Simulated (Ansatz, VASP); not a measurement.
# BiH3: VASP beside Ansatz

Wanted: the spread between two codes on one cell, functional and k mesh. The cell is generated by rule, not measured, and may not be a known phase. Of the first pair: The two relaxations start from unlike cells of this crystal (the structure described is Ansatz's start), so only their ends are compared.

Method: plane waves, with VASP 6.6.1 beside it; relaxation of cell and atoms at PBEsol, in Ansatz 0.2.0.

## Step 1: The structure

The structure is cubic, space group Pm-3m (No. 221). The conventional cell has a = 4.714 Å, b = 4.714 Å, c = 4.714 Å, α = 90.00°, β = 90.00°, γ = 90.00°. Bi has 6 H at 2.36 Å nearest. Nearest to H lie 2 Bi at 2.36 Å. Farther neighbours are not listed.

## Step 2: Ansatz: relaxation of cell and atoms, PBEsol, pair 1

Ansatz runs on its default PAW (the set named soft_2) files.

The relaxed volume is the usual yardstick between codes: in a stiff, nearly cubic crystal its relative difference is about their pressure difference at one cell divided by the bulk modulus.

File input.yaml:

```yaml
crystal:
  lattice:
    - [4.7142, 0.0, 0.0]
    - [0.0, 4.7142, 0.0]
    - [0.0, 0.0, 4.7142]
  atoms:
    - { symbol: Bi, position: [0.0, 0.0, 0.0] }
    - { symbol: H, position: [0.5, 0.0, 0.0] }
    - { symbol: H, position: [0.0, 0.5, 0.0] }
    - { symbol: H, position: [0.0, 0.0, 0.5] }
kpoints:
  mp_grid: { grid: [10, 10, 10] }
hamiltonian:
  xc: pbesol
scf:
  occupations: { method: gaussian, width: 0.1 }
output:
  forces: true
  stress: true
  eigenvalues: true
  write_density: true
  write_potential: true
  elf: true
  volumetric_format: npy
relax:
  adjacent_minimum: "off"
  f_tol: 0.005
  max_steps: 80
  cell: { stress_tol: 0.05 }
```

On the command line:

```
$ ansatz run input.yaml --threads 4 --pin off --max-ram 7168MiB --backend cpu --events-out ev --progress --plain --runs-dir out
```

Numbers of over 12 decimals in the logs are rounded to 6 here.

What it wrote:

```text
Engine: ansatz 0.2.0, aarch64-unknown-linux-gnu
Pseudopotentials: kind: paw
Pseudopotential: Bi, paw, valence charge 15, recommended cutoff 420 eV (normal), Bi.paw.azcp
Pseudopotential: H, paw, valence charge 1, recommended cutoff 420 eV (normal), H.paw.azcp
Functional definition: PBEsol
  exchange = pbesol_x
  correlation = pbesol_c
Crystal: 4 atoms, lattice volume = 104.767 Å³
Basis set: ecut = 420 eV, 2103 PW (Γ), exchange–correlation on 64×64×64 points (8 copies of the dense FFT grid, shifted against one another)
Bands: 13, of which v1, the nominal top of the filled ones, is band 9 counted from 1 (8 counted from 0)
Symmetry: 48 space group operations
Space group: Pm-3m (ITA 221), of the structure as read, at distance tolerance 4.7e-5 Å
k-points: 56 of 1000
Non-local potential: Bi, projectors of the file, l = 0: 2, l = 1: 2, l = 2: 2, l = 3: 2
Non-local potential: H, projectors of the file, l = 0: 2, l = 1: 1
PAW form: soft (Blöchl's): semilocal exchange-correlation on the pseudo side does not see the compensation charge
PAW frozen core: Bi, regenerated for the run's functional, and the local potential with it (the file was generated under x = pbe(κ = 0.804, μ = 0.219515), c = pbe(β = 0.066725))
PAW one-centre angular grid: Bi, 590 points (default); XC on 64 Gauss nodes
PAW one-centre angular grid: H, 110 points (default); XC on 64 Gauss nodes
Initial density: superposition of atomic densities (neutral atoms: chi_scale 0, normalization atom), corrected by the library's trained network
Initial wavefunctions: pseudopotential atomic-orbital guess
Functional: x = pbesol(κ = 0.804, μ = 0.123457), c = pbesol(β = 0.046)
SCF iter   1: F=—  HF=-12286.092136 eV  |F-HF|=—  |Δ(HF+E_count)|=         —  Δρ=3.54e-3  dr2=9.77e-3  ethr=1.77e-3  ⟨swp⟩=6.4  Hψ=4666  notcnv=0
preconditioner: auto → Resta (q_TF=auto, 2.034 Å⁻¹)  ε∞=2.5  [insulator: Δε(μ)=0.128 eV  Ē_g=8.302 eV  σ=0.100 eV  W_gap=0.63  n_scr=18 (ndim 8)  ℏωp=10.3 eV  f_vac=0.284  D(μ)=0.23/eV (n_scr^D=0)  ε∞_Penn≈2.5]
SCF iter   2: F=—  HF=-12286.089066 eV  |F-HF|=—  |Δ(HF+E_count)|=   3.07e-3  Δρ=1.23e-3  dr2=1.48e-3  ethr=5.43e-5  ⟨swp⟩=1.3  Hψ=1208  notcnv=0
SCF iter   3: F=—  HF=-12286.088648 eV  |F-HF|=—  |Δ(HF+E_count)|=   4.18e-4  Δρ=3.37e-4  dr2=1.46e-4  ethr=8.20e-6  ⟨swp⟩=2.2  Hψ=1138  notcnv=0
SCF iter   4: F=—  HF=-12286.088636 eV  |F-HF|=—  |Δ(HF+E_count)|=   1.28e-5  Δρ=8.29e-5  dr2=2.38e-5  ethr=8.09e-7  ⟨swp⟩=2.0  Hψ=870  notcnv=0
SCF iter   5: F=—  HF=-12286.088619 eV  |F-HF|=—  |Δ(HF+E_count)|=   1.72e-5  Δρ=3.35e-5  dr2=1.54e-6  ethr=1.32e-7  ⟨swp⟩=2.0  Hψ=887  notcnv=0
SCF iter   6: F=-12286.088622 eV  HF=-12286.088622 eV  |F-HF|=2.48e-8  |Δ(HF+E_count)|=   3.32e-6  Δρ=5.48e-6  dr2=5.72e-8  ethr=5.56e-10  ⟨swp⟩=9.7  Hψ=6221  notcnv=0
SCF 1 converged in 6 iterations: F = -12286.088622 eV  dr2 = 5.72e-8
  greatest PAW one-centre occupation: 0.989 electrons in one spin orbital (limit 2), on the Bi atom at site 0 (counted from 0), in its partial waves of l = 2
relax step   1: F+E_penalty+E_count = -12286.08862187 eV  Δ(F+E_penalty+E_count) = +0.000e0 eV  max|allowed force component| = 1.030e-30 eV/Å  Δτ_max = 0.0000 Å  P = -6.801 GPa  Ω = 104.767 Å³  (6 SCF iters, dr2 threshold 1.00e-7 eV, accepted)
[...]
relax step   3: F+E_penalty+E_count = -12286.99354394 eV  Δ(F+E_penalty+E_count) = -3.339e-1 eV  max|allowed force component| = 1.753e-31 eV/Å  Δτ_max = 0.0000 Å  P = -2.115 GPa  Ω = 77.013 Å³  energy of the carried Pulay correction = +9.855e-3 eV  (5 SCF iters, dr2 threshold 4.00e-7 eV, accepted)
[...]
relax step   4: F+E_penalty+E_count = -12287.02328935 eV  Δ(F+E_penalty+E_count) = -2.975e-2 eV  max|allowed force component| = 1.276e-31 eV/Å  Δτ_max = 0.0000 Å  P = +1.045 GPa  Ω = 70.412 Å³  energy of the carried Pulay correction = +1.266e-2 eV  (5 SCF iters, dr2 threshold 4.00e-7 eV, accepted)
[...]
relax step   5: F+E_penalty+E_count = -12287.02847005 eV  Δ(F+E_penalty+E_count) = -5.181e-3 eV  max|allowed force component| = 1.570e-31 eV/Å  Δτ_max = 0.0000 Å  P = +0.042 GPa  Ω = 72.202 Å³  energy of the carried Pulay correction = +1.188e-2 eV  (4 SCF iters, dr2 threshold 4.00e-7 eV, accepted)
[...]
relax step   6: F+E_penalty+E_count = -12287.02239052 eV  Δ(F+E_penalty+E_count) = +6.080e-3 eV  max|allowed force component| = 2.179e-31 eV/Å  Δτ_max = 0.0000 Å  P = -0.008 GPa  Ω = 72.202 Å³  stress off target by 7.60e-3 GPa  SCF on the basis re-selected at this cell (its energy is not comparable with the rows above)  (5 SCF iters)
basis re-selected at this cell: Δ(F+E_penalty+E_count) = +6.080e-3 eV, ΔP = -0.050 GPa vs the last step (what re-selecting the basis moved, of the pressure what is left beyond the Pulay correction that the steps carried, after the strain that the cell walked since its last selection, with what the two solves' SCF thresholds leave and, on support functions, any second-order correction that the steps lacked; it is no measure of the basis error at this ecutwfc). The dense FFT grid was sized anew with the basis: this SCF ran on 30×30×30 points, the steps before it on 32×32×32, so part of this shift can come from that change (see relax.cell in the input reference). [rest of the remark cut]
SCF converged after 5 iterations
Free energy (F): -12287.022391 eV
Harris-Foulkes:  -12287.022391 eV  (|F-HF|=3.09e-11)
Internal energy: -12287.019825 eV  (E = F + TS)
E sigma→0 (E₀):  -12287.021108 eV
Entropy (-TS):   -0.002566 eV (-0.641 meV/atom)
Fermi energy:    3.577194 eV
--- Per-component energies (eV) ---
  E_band       = -211.817452
  E_kinetic    = 339.758246
  E_local      = -2083.701051  (includes V_loc(G=0)·N_el)
  E_nonlocal   = 567.243586
  E_hartree    = 715.303836
  E_xc         = -175.090335
  E_vxc        = -176.381065  (∫ρ·V_xc dr)
  E_paw        = -10511.126246  (= ΣΔE_a)
  E_vpaw       = -289.341328  (= ΣTr[D̂ρ^β])
  E_aug_tail   = -0.003742  (compensation charges beyond the density's cutoff)
  E_ewald      = -1139.493871
  E_core_change = 0.089752  (= ΣΔE_core)
  E_smearing   = -0.002566  (= −TS)
  E_closure    = 0.000000  (closes the sum)
  Σ components = -12287.022391   (vs F -12287.022391, Δ=0.00e0)
--- Forces (eV/Å), atoms counted from 1 ---
  atom   1  Bi     0.00000000    -0.00000000     0.00000000
  atom   2  H      0.00000000     0.00000000    -0.00000000
  atom   3  H      0.00000000     0.00000000     0.00000000
  atom   4  H     -0.00000000     0.00000000    -0.00000000
  max |Σ_I F_I| component: 3.12e-31 eV/Å
--- Stress (GPa, compression-positive) ---
       -0.007603       0.000000      -0.000000
        0.000000      -0.007603      -0.000000
       -0.000000      -0.000000      -0.007603
  P = ⅓ Tr σ = -0.0076 GPa (-0.076 kbar)
--- Band table (eV; the first three rows and the last of 56) ---
  k-point 0: bands = [... 5 lower, -8.9720, 1.7240, 1.7240, 3.4645, 3.4645, 3.4645, 4.8015, 10.9147]
  k-point 1: bands = [... 5 lower, -8.9228, 0.9300, 1.7384, 3.5070, 3.5070, 3.6255, 5.6496, 10.5892]
  k-point 2: bands = [... 5 lower, -8.7854, -0.3277, 1.7770, 3.6227, 3.6227, 3.8067, 7.3030, 9.9443]
  k-point 55: bands = [... 5 lower, -6.8664, -1.8891, -1.8891, -1.8891, 7.4157, 7.4157, 7.4157, 9.8734]
--- Relaxed structure (5 steps of the walk, 5 accepted, 1 SCFs on fresh bases) ---
  F+E_penalty+E_count = -12287.02239052 eV   max|allowed force component| = 2.179e-31 eV/Å   (the final SCF, on the basis selected at the relaxed cell)
  cell:  # Å, volume = 72.2022 Å³
    - [4.164059, 0, 0]
    - [0, 4.164059, 0]
    - [0, 0, 4.164059]
  atoms:
    - { symbol: Bi, position: [0, 0, 0] }
    - { symbol: H, position: [0.5, 0, 0] }
    - { symbol: H, position: [0, 0.5, 0] }
    - { symbol: H, position: [0, 0, 0.5] }
```

Reading the cycles: dr2 is the Hartree energy of the density residual (eV), the measure of convergence; HF is the Harris–Foulkes estimate of the energy, which meets the free energy F at convergence.

## Step 3: VASP: relaxation of cell and atoms, PBEsol, pair 1

Its own start cell and the same functional, mesh and smearing now go to VASP, with its own data sets.

Lines of VASP's logs that name or quote its potential files are left out, and so is its time.

File INCAR:

```
SYSTEM = BiH3
PREC = Accurate
ENCUT = 500
EDIFF = 1E-07
NELM = 120
ISMEAR = 0
SIGMA = 0.1
LREAL = .FALSE.
ALGO = Normal
GGA = PS
NBANDS = 15
LORBIT = 11
LWAVE = .FALSE.
LCHARG = .FALSE.
ISIF = 3
IBRION = 2
NSW = 80
EDIFFG = -0.005
LASPH = .TRUE.
GGA_COMPAT = .FALSE.
NELMIN = 4
KPAR = 2
```

File POSCAR:

```
BiH3
1.0
    4.1646424519      0.0000000000      0.0000000000
    0.0000000000      4.1646424519      0.0000000000
    0.0000000000      0.0000000000      4.1646424519
Bi H
1 3
Direct
    0.0000000000      0.0000000000      0.0000000000
    0.5000000000      0.0000000000      0.0000000000
    0.0000000000      0.5000000000      0.0000000000
    0.0000000000      0.0000000000      0.5000000000
```

File KPOINTS:

```
Automatic mesh
0
Gamma
10 10 10
0 0 0
```

Potentials, in the order of the species: Bi_d and H (PBE family, release 64).

On the command line:

```
$ mpirun -np 2 vasp_std
```

What it wrote:

```text
[banner, memory and clock lines left out]
running    2 mpi-ranks, on    1 nodes
 distrk:  each k-point on    1 cores,    2 groups
 distr:  one band on    1 cores,    1 groups

 POSCAR found type information on POSCAR BiH
 POSCAR found :  2 types and       4 ions
|                                                                             |
|               ----> ADVICE to this user running VASP <----                  |
|                                                                             |
|     You enforced a specific xc type in the INCAR file but a different       |
|     [... a line on the potential file left out ...]
|     I HOPE YOU KNOW WHAT YOU ARE DOING!                                     |
|                                                                             |

 LDA part: xc-table for (Slater+PW92), standard interpolation
 POSCAR, INCAR and KPOINTS ok, starting setup
 FFT: planning ... GRIDC
 FFT: planning ... GRID_SOFT
 FFT: planning ... GRID
 WAVECAR not read
 entering main loop
       N       E                     dE             d eps       ncg     rms          rms(c)
DAV:   1     0.122446275910E+03    0.12245E+03   -0.88035E+03  1680   0.111E+03
DAV:   2    -0.410243454635E+01   -0.12655E+03   -0.12357E+03  1876   0.301E+02
DAV:   3    -0.125785554881E+02   -0.84761E+01   -0.84536E+01  2135   0.883E+01
DAV:   4    -0.127836281490E+02   -0.20507E+00   -0.20504E+00  2078   0.158E+01
DAV:   5    -0.127923723154E+02   -0.87442E-02   -0.87441E-02  2404   0.287E+00    0.402E+00
DAV:   6    -0.123554609118E+02    0.43691E+00   -0.33524E-01  2365   0.513E+00    0.183E+00
DAV:   7    -0.122617738070E+02    0.93687E-01   -0.28291E-01  2009   0.324E+00    0.371E-01
DAV:   8    -0.122653203362E+02   -0.35465E-02   -0.35553E-02  1946   0.234E+00    0.131E-01
DAV:   9    -0.122653077557E+02    0.12581E-04   -0.38742E-03  2238   0.887E-01    0.655E-02
DAV:  10    -0.122658624783E+02   -0.55472E-03   -0.74432E-04  1778   0.162E-01    0.217E-02
DAV:  11    -0.122660618397E+02   -0.19936E-03   -0.32799E-04  1792   0.899E-02    0.152E-02
DAV:  12    -0.122660616515E+02    0.18820E-06   -0.15133E-05  2107   0.353E-02    0.604E-03
DAV:  13    -0.122660640616E+02   -0.24101E-05   -0.39891E-06  1849   0.931E-03    0.118E-03
DAV:  14    -0.122660644614E+02   -0.39983E-06   -0.10447E-06  1890   0.757E-03    0.727E-04
DAV:  15    -0.122660644380E+02    0.23419E-07   -0.23544E-08  1736   0.117E-03
   1 F= -.12266064E+02 E0= -.12264779E+02  d E =-.122661E+02
 curvature:   0.00 expect dE= 0.000E+00 dE for cont linesearch  0.000E+00
 trial: gam= 0.00000 g(F)=  0.000E+00 g(S)=  0.122E-03 ort = 0.000E+00 (trialstep = 0.100E+01)
 search vector abs. value=  0.122E-03
 bond charge predicted
       N       E                     dE             d eps       ncg     rms          rms(c)
DAV:   1    -0.122669490998E+02   -0.88464E-03   -0.21198E-02  2107   0.237E+00    0.147E-01
DAV:   2    -0.122662787178E+02    0.67038E-03   -0.11743E-03  2037   0.599E-01    0.612E-02
DAV:   3    -0.122661490999E+02    0.12962E-03   -0.57052E-04  2238   0.369E-01    0.726E-03
DAV:   4    -0.122661513300E+02   -0.22301E-05   -0.24692E-05  2058   0.548E-02    0.275E-03
DAV:   5    -0.122661519709E+02   -0.64088E-06   -0.39325E-06  2501   0.292E-02    0.349E-03
DAV:   6    -0.122661526174E+02   -0.64648E-06   -0.69516E-07  1841   0.107E-02    0.630E-04
DAV:   7    -0.122661527137E+02   -0.96300E-07   -0.52641E-08  1610   0.184E-03
   2 F= -.12266153E+02 E0= -.12264873E+02  d E =-.882757E-04
 trial-energy change:   -0.000088  1 .order   -0.000084   -0.000122   -0.000047
 step:   1.4343(harm=  1.6260)  dis= 0.00000  next Energy=   -12.266163 (dE=-0.988E-04)
 bond charge predicted
       N       E                     dE             d eps       ncg     rms          rms(c)
DAV:   1    -0.122663179162E+02   -0.16530E-03   -0.40042E-03  2093   0.103E+00    0.638E-02
DAV:   2    -0.122661902201E+02    0.12770E-03   -0.22268E-04  2037   0.261E-01    0.267E-02
DAV:   3    -0.122661658342E+02    0.24386E-04   -0.10825E-04  2238   0.160E-01    0.316E-03
DAV:   4    -0.122661666564E+02   -0.82223E-06   -0.47100E-06  2051   0.239E-02    0.119E-03
DAV:   5    -0.122661668577E+02   -0.20125E-06   -0.75489E-07  2259   0.128E-02    0.152E-03
DAV:   6    -0.122661671271E+02   -0.26949E-06   -0.12598E-07  1351   0.474E-03    0.269E-04
DAV:   7    -0.122661671618E+02   -0.34640E-07   -0.17357E-08  1085   0.116E-03
   3 F= -.12266167E+02 E0= -.12264890E+02  d E =-.102724E-03
 curvature:  -0.74 expect dE=-0.146E-05 dE for cont linesearch -0.146E-05
 trial: gam=-0.11117 g(F)=  0.633E-67 g(S)=  0.198E-05 ort = 0.155E-04 (trialstep = 0.109E+01)
 search vector abs. value=  0.322E-07
 reached required accuracy - stopping structural energy minimisation
```

Parts of OUTCAR (step 3):

```text
ion  position               nearest neighbor table
   1  0.000  0.000  0.000-   2 2.08   3 2.08   4 2.08   4 2.08   3 2.08   2 2.08
   2  0.500  0.000  0.000-   1 2.08   1 2.08
   3  0.000  0.500  0.000-   1 2.08   1 2.08
   4  0.000  0.000  0.500-   1 2.08   1 2.08

  LATTYP: Found a simple cubic cell.
 ALAT       =     4.1646424519

 Subroutine GETGRP returns: Found 48 space group operations
 (whereof 48 operations were pure point group operations)

The static configuration has the point symmetry O_h .

 Found     56 irreducible k-points:

   k-points           NKPTS =     56   k-points in BZ     NKDIM =     56   number of bands    NBANDS=     15

   dimension x,y,z NGX =    30 NGY =   30 NGZ =   30
   dimension x,y,z NGXF=    60 NGYF=   60 NGZF=   60

   ENCUT  =  500.0 eV  36.75 Ry    6.06 a.u.   7.59  7.59  7.59*2*pi/ulx,y,z

   NELECT =      18.0000    total number of electrons

 k-points in reciprocal lattice and weights: Automatic mesh
   0.00000000  0.00000000  0.00000000       0.001
   0.10000000  0.00000000  0.00000000       0.006
   0.20000000  0.00000000  0.00000000       0.006
   0.30000000  0.00000000  0.00000000       0.006
   0.40000000  0.00000000  0.00000000       0.006
   0.50000000  0.00000000  0.00000000       0.003
   0.10000000  0.10000000  0.00000000       0.012
   0.20000000  0.10000000  0.00000000       0.024
   0.30000000  0.10000000  0.00000000       0.024
[...]
0.50000000  0.50000000  0.40000000       0.006
   0.50000000  0.50000000  0.50000000       0.001

 average (electrostatic) potential at core
       1-109.0878       2 -34.3008       3 -34.3008       4 -34.3008

 E-fermi :   1.8426

 k-point     1 :       0.0000    0.0000    0.0000
  band No.  band energies     occupation
    ...
      7      -0.0093      2.00000
      8      -0.0093      2.00000
      9       1.7292      1.89121
     10       1.7292      1.89121
     11       1.7292      1.89121
     12       3.0680      0.00000
     13       9.1887      0.00000
     14      12.7694      0.00000
     15      12.7694      0.00000

 k-point     2 :       0.1000    0.0000    0.0000
  band No.  band energies     occupation
    ...
      6     -10.6803      2.00000
      7      -0.8066      2.00000
      8       0.0054      2.00000
      9       1.7718      1.68276
     10       1.7718      1.68276
     11       1.8918      0.48652
     12       3.9185      0.00000
     13       8.8619      0.00000
     14      12.1963      0.00000
     15      12.1963      0.00000

 k-point     3 :       0.2000    0.0000    0.0000
  band No.  band energies     occupation
    ...
      6     -10.5425      2.00000
      7      -2.0681      2.00000
      8       0.0445      2.00000
      9       1.8881      0.51946
     10       1.8881      0.51946
     11       2.0737      0.00108
     12       5.5761      0.00000
     13       8.2146      0.00000
     14      11.1520      0.00000
     15      11.1545      0.00000

  Total       -0.0073958     -0.0073958     -0.0073958     -0.0000000     -0.0000000      0.0000000
  in kB       -0.1645410     -0.1645410     -0.1645410     -0.0000000     -0.0000000      0.0000000
  external PRESSURE =      -0.1645410 kB  Pullay stress =       0.0000000 kB

  energy-cutoff  :      500.00
  volume of cell :       72.02
      direct lattice vectors                 reciprocal lattice vectors
     4.160460464 -0.000000000  0.000000000     0.240358011 -0.000000000 -0.000000000
     0.000000000  4.160460464 -0.000000000     0.000000000  0.240358011 -0.000000000
     0.000000000  0.000000000  4.160460464    -0.000000000  0.000000000  0.240358011

 POSITION                                       TOTAL-FORCE (eV/Angst)
 -----------------------------------------------------------------------------------
      0.00000      0.00000      0.00000         0.000000      0.000000      0.000000
      2.08023     -0.00000      0.00000        -0.000000     -0.000000      0.000000
      0.00000      2.08023     -0.00000        -0.000000     -0.000000      0.000000
      0.00000      0.00000      2.08023        -0.000000     -0.000000      0.000000
 -----------------------------------------------------------------------------------
    total drift:                                0.000000      0.000000      0.000000

  FREE ENERGIE OF THE ION-ELECTRON SYSTEM (eV)
  ---------------------------------------------------
  free  energy   TOTEN  =       -12.2661671618 eV

  energy  without entropy=      -12.2636120752  energy(sigma->0) =      -12.26488962

 reached required accuracy - stopping structural energy minimisation

 total charge
# of ion       s       p       d       tot
------------------------------------------
    1        1.547   1.259   9.975  12.782
    2        0.489   0.008   0.000   0.497
    3        0.489   0.008   0.000   0.497
    4        0.489   0.008   0.000   0.497
--------------------------------------------------
tot          3.013   1.284   9.975  14.272

[... 3 further parts left out ...]
```

CONTCAR:

```
BiH3
   1.00000000000000
     4.1604604641174747   -0.0000000000000000    0.0000000000000000
     0.0000000000000000    4.1604604641174747   -0.0000000000000000
     0.0000000000000000    0.0000000000000000    4.1604604641174747
  Bi              H
     1     3
Direct
     0.0000000000000000    0.0000000000000000    0.0000000000000000
     0.5000000000000000    0.0000000000000000    0.0000000000000000
     0.0000000000000000    0.5000000000000000    0.0000000000000000
     0.0000000000000000    0.0000000000000000    0.5000000000000000
```

The run keeps the 48 symmetry operations of its start, so it cannot find a distortion of lower symmetry.

## Step 4: Comparison

Known differences besides the potentials themselves: the cutoff is 420 eV in Ansatz and 500 eV in VASP; Ansatz makes its cores anew for this functional, VASP keeps those of its PBE data sets; Ansatz adds a Pulay correction to the stress that steers its cell, VASP none. Total energies have different zeros and are not compared.

Compared:

| quantity | Ansatz | VASP | difference |
| --- | --- | --- | --- |
| volume (Å³) | 72.20 | 72.02 | +0.26 % |
| edge a after relaxation, in the typed setting (Å) | 4.164 | 4.160 | +0.09 % |

[end of part 1 of 2]

[Lines on the potential files, build, host, timing and source positions are cut from VASP's logs without a mark.]

[Logs are printed without paths, hosts, clocks, repeated set-up lines and the standing remarks that a program may print on its own settings, such as how far it seeks lower states.]

[Hosts, paths, dates, database ids (printed as entryN), source tags and the programs' standing remarks are cut or masked in the printed files.]
